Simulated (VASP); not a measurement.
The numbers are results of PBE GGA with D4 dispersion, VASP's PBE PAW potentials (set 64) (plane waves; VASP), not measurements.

VASP ran on this input.

**KPOINTS**
```
Automatic
0
Gamma
  6 6 6
```

### INCAR
```
LWAVE=F
LASPH=T   # aspherical one-centre terms
IVDW=13
ENCUT=520
EDIFF=1E-7
SIGMA=0.05   # width (eV)
LCHARG=F
ALGO=Normal   # blocked Davidson
NELM=100
ISIF=2   # forces and stress, cell fixed
LREAL=F   # projection in real space or not
GGA=PE
LMAXMIX=4
SYSTEM=KZnF3
PREC=Accurate
ISMEAR=0   # Gaussian
```

**POSCAR**
```
KZnF3
1
    4.0241696683     0.0000000000     0.0000000000
    0.0000000000     4.0241696683     0.0000000000
    0.0000000000     0.0000000000     4.0241696683
K Zn F
1 1 3
Direct
  0.0000000000   0.0000000000   0.0000000000
  0.5000000000   0.5000000000   0.5000000000
  0.5000000000   0.0000000000   0.5000000000
  0.0000000000   0.5000000000   0.5000000000
  0.5000000000   0.5000000000   0.0000000000
```

POTCAR, in this order: K_sv Zn F (PBE.64 set). Program: vasp_std.

Question: Estimate the energy per atom (σ→0), dispersion energy, pressure, band gap (on the k-mesh).

Answer: 
The energy per atom (σ→0) is -4.157 eV/atom and the dispersion energy is -13.14 kcal/mol. The band gap (on the k-mesh) is 3.84 eV. The pressure comes out as 5.52 GPa.

OSZICAR:
```
...
DAV:  15    -0.202162274678E+02    0.27929E-03   -0.63971E-04  1277   0.600E-01    0.738E-02
DAV:  16    -0.202161810804E+02    0.46387E-04   -0.11631E-04  1206   0.775E-02    0.439E-02
DAV:  17    -0.202161573883E+02    0.23692E-04   -0.55245E-05  1253   0.200E-01    0.218E-02
DAV:  18    -0.202161514429E+02    0.59454E-05   -0.43650E-05  1336   0.945E-02    0.128E-03
DAV:  19    -0.202161522421E+02   -0.79920E-06   -0.54580E-06  1547   0.276E-02    0.505E-03
DAV:  20    -0.202161519965E+02    0.24556E-06   -0.84456E-07  1100   0.131E-02    0.287E-03
DAV:  21    -0.202161519740E+02    0.22555E-07   -0.23195E-08   537   0.222E-03
   1 F= -.20786151E+02 E0= -.20786151E+02  d E =-.343194E-12
```

The compound is KZnF3 in the cubic perovskite structure. This cell is one point of a volume scan, at 0.94 of the reference volume.
